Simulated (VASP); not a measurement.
A run of VASP 6.6.1:

INCAR

```
PREC = Normal
ENCUT = 520
EDIFF = 1E-4
ISMEAR = 0
SIGMA = 0.15
LREAL = Auto
LASPH = T
NELM = 60
ALGO = Fast
ISIF = 3
LWAVE = F
LCHARG = F
GGA = PE
IBRION = 2
NSW = 24
EDIFFG = -0.08
KPAR = 2
```

Contents of KPOINTS:

```
regular mesh
0
Gamma
  3 3 4
```

Contents of POSCAR:

```
GeB2C2
1.0
    5.3500000000      0.0000000000      0.0000000000
    0.0000000000      5.3500000000      0.0000000000
    0.0000000000      0.0000000000      4.0000000000
Ge B C
2 4 4
Direct
    0.0000000000      0.0000000000      0.0000000000
    0.5000000000      0.5000000000      0.0000000000
    0.1420000000      0.6420000000      0.5000000000
    0.8580000000      0.3580000000      0.5000000000
    0.6420000000      0.8580000000      0.5000000000
    0.3580000000      0.1420000000      0.5000000000
    0.1440000000      0.3560000000      0.5000000000
    0.8560000000      0.6440000000      0.5000000000
    0.6440000000      0.1440000000      0.5000000000
    0.3560000000      0.8560000000      0.5000000000
```

Potentials or basis: VASP PAW PBE potentials, release 64 (Ge_d, B, C).

The run is started by

```sh
$ cat potpaw_PBE.64/Ge_d/POTCAR potpaw_PBE.64/B/POTCAR potpaw_PBE.64/C/POTCAR > POTCAR
$ mpirun -np 2 vasp_std > vasp.out
```

Hardware: 2 MPI ranks on Intel(R) Xeon(R) Platinum 8559C (Emerald Rapids), on a shared host.

**Question.** Estimate the wall time of this run.

**Answer.** Wall time 84 s on 2 MPI ranks on Intel(R) Xeon(R) Platinum 8559C (Emerald Rapids), with other jobs on the host, peak memory 0.16 GiB a rank. Counts: scf iterations 103, k points 9, ion steps 19.
